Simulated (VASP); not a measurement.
Input:

```xyz
2
Lattice="0.0000 2.8599 2.8599 2.8599 0.0000 2.8599 2.8599 2.8599 0.0000" Properties=species:S:1:pos:R:3 pbc="T T T"
Be     0.0000     0.0000     0.0000
Te     1.4300     1.4300     1.4300
```

Calculation: RPBE GGA, VASP's PBE PAW potentials (set 64) (plane waves; VASP 6.6.1). Run with 520 eV cut-off, 9×9×9 Γ-centred mesh, tetrahedra with Blöchl corrections, potentials Be Te.

**Question.** Estimate the energy per atom (σ→0).

**Answer.** 
```
Item                           Result
---------------------  --------------
energy per atom (σ→0)  -3.523 eV/atom
```

The absolute energy has meaning only against runs of the same code, potentials and settings.

The compound is BeTe in the zinc blende structure. It was relaxed first.
